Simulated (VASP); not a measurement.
Method: PBEsol GGA, VASP's PBE PAW potentials (set 64) (plane waves; VASP).

VASP ran on this input.

File POSCAR:
```
CoAl
1.0
  2.6729227241   0.0000000000   0.0000000000
  0.0000000000   2.6729227241   0.0000000000
  0.0000000000   0.0000000000   2.6729227241
Al Co
1 1
Cart
  1.3364613621   1.3364613621   1.3364613621
  0.0000000000   0.0000000000   0.0000000000
```

### INCAR
```
SYSTEM = CoAl
PREC = Accurate
ENCUT = 500
EDIFF = 1E-6
NELM = 100
ALGO = Normal
LREAL = .FALSE.
LASPH = .TRUE.
ISMEAR = 1
SIGMA = 0.1
GGA = PS
LMAXMIX = 4
LWAVE = .FALSE.
LCHARG = .FALSE.
IBRION = 2
ISIF = 3
NSW = 40
EDIFFG = -0.02
PSTRESS = 450
```

### KPOINTS
```
Automatic mesh
0
Gamma
14 14 14
0 0 0
```

POTCAR, in this order: Al Co (PBE.64 set). Program: vasp_std.

Output

OUTCAR:
```
 ion  position               nearest neighbor table
   1  0.500  0.500  0.500-   2 2.31   2 2.31   2 2.31   2 2.31   2 2.31   2 2.31   2 2.31   2 2.31
  LATTYP: Found a simple cubic cell.
 ALAT       =     2.6729227241
 Subroutine PRICEL returns:
 Original cell was already a primitive cell.
 Subroutine GETGRP returns: Found 48 space group operations
The static configuration has the point symmetry O_h .
The dynamic configuration has the point symmetry O_h .
 Subroutine INISYM returns: Found 48 space group operations
 Subroutine IBZKPT returns following result:
 Found    120 irreducible k-points:

 Following reciprocal coordinates:
            Coordinates               Weight
  0.000000  0.000000  0.000000      1.000000
  0.071429  0.000000  0.000000      6.000000
  0.142857  0.000000  0.000000      6.000000
  0.214286  0.000000  0.000000      6.000000
  0.285714  0.000000  0.000000      6.000000
  0.357143  0.000000  0.000000      6.000000
  0.428571  0.000000  0.000000      6.000000
  0.500000  0.000000  0.000000      3.000000
  0.071429  0.071429  0.000000     12.000000
  0.142857  0.071429  0.000000     24.000000
  0.214286  0.071429  0.000000     24.000000
  0.285714  0.071429  0.000000     24.000000
  0.357143  0.071429  0.000000     24.000000
  0.428571  0.071429  0.000000     24.000000
  0.500000  0.071429  0.000000     12.000000
  0.142857  0.142857  0.000000     12.000000
  0.214286  0.142857  0.000000     24.000000
  0.285714  0.142857  0.000000     24.000000
  0.357143  0.142857  0.000000     24.000000
  0.428571  0.142857  0.000000     24.000000
  0.500000  0.142857  0.000000     12.000000
  0.214286  0.214286  0.000000     12.000000
  0.285714  0.214286  0.000000     24.000000
  0.357143  0.214286  0.000000     24.000000
  0.428571  0.214286  0.000000     24.000000
...
```

**OSZICAR**
```
       N       E                     dE             d eps       ncg     rms          rms(c)
DAV:   1     0.374432755238E+02    0.37443E+02   -0.53788E+03  2440   0.128E+03
DAV:   2    -0.132886617403E+02   -0.50732E+02   -0.48016E+02  2434   0.201E+02
DAV:   3    -0.146054059770E+02   -0.13167E+01   -0.13077E+01  2838   0.419E+01
DAV:   4    -0.146279201404E+02   -0.22514E-01   -0.22504E-01  2880   0.495E+00
DAV:   5    -0.146286298661E+02   -0.70973E-03   -0.70967E-03  2784   0.888E-01    0.153E+01
DAV:   6    -0.160170413639E+02   -0.13884E+01   -0.62008E+01  2628   0.128E+02    0.140E+01
DAV:   7    -0.127251042461E+02    0.32919E+01   -0.25739E+01  2646   0.790E+01    0.231E+00
DAV:   8    -0.126857103986E+02    0.39394E-01   -0.20414E-01  2654   0.475E+00    0.114E+00
DAV:   9    -0.126692288035E+02    0.16482E-01   -0.39086E-02  3078   0.276E+00    0.282E-01
DAV:  10    -0.126689109023E+02    0.31790E-03   -0.11411E-03  3360   0.518E-01    0.185E-01
DAV:  11    -0.126688890745E+02    0.21828E-04   -0.35511E-05  2662   0.527E-02    0.252E-02
DAV:  12    -0.126688810129E+02    0.80615E-05   -0.48951E-05  2714   0.112E-01    0.493E-03
DAV:  13    -0.126688810989E+02   -0.85991E-07   -0.46653E-07  1360   0.728E-03
   1 F= -.73052223E+01 E0= -.73052804E+01  d E =-.730522E+01
```

### OUTCAR
```
------------------------ aborting loop because EDIFF is reached ----------------------------------------
  FORCE on cell =-STRESS in cart. coord.  units (eV):
  Direction    XX          YY          ZZ          XY          YZ          ZX
  --------------------------------------------------------------------------------------
  Total        5.3631242      5.3631242      5.3631242     -0.0000000      0.0000000      0.0000000
  in kB      449.9551500    449.9551500    449.9551500     -0.0000000      0.0000000      0.0000000
  external PRESSURE =      -0.0448500 kB  Pullay stress =     450.0000000 kB
  volume of cell :       19.10
      direct lattice vectors                 reciprocal lattice vectors
     2.672922724  0.000000000  0.000000000     0.374122301  0.000000000  0.000000000
     0.000000000  2.672922724  0.000000000     0.000000000  0.374122301  0.000000000
     0.000000000  0.000000000  2.672922724     0.000000000  0.000000000  0.374122301
 POSITION                                       TOTAL-FORCE (eV/Angst)
 -----------------------------------------------------------------------------------
      1.33646      1.33646      1.33646         0.000000      0.000000      0.000000
      0.00000      0.00000      0.00000         0.000000      0.000000      0.000000
 -----------------------------------------------------------------------------------
    total drift:                               -0.000000      0.000000     -0.000000
  FREE ENERGIE OF THE ION-ELECTRON SYSTEM (eV)
  ---------------------------------------------------
  free  energy   TOTEN  =       -12.6688810989 eV

  energy  without entropy=      -12.6690552268  energy(sigma->0) =      -12.66893914
  enthalpy is  TOTEN    =        -7.3052223255 eV   P V=        5.3636587734

 reached required accuracy - stopping structural energy minimisation
```
(Selected blocks of OUTCAR.)

The compound is CoAl in the CsCl type structure. It was relaxed first under an external pressure of 45 GPa. The run is not spin-polarised, so no magnetic state was tried.
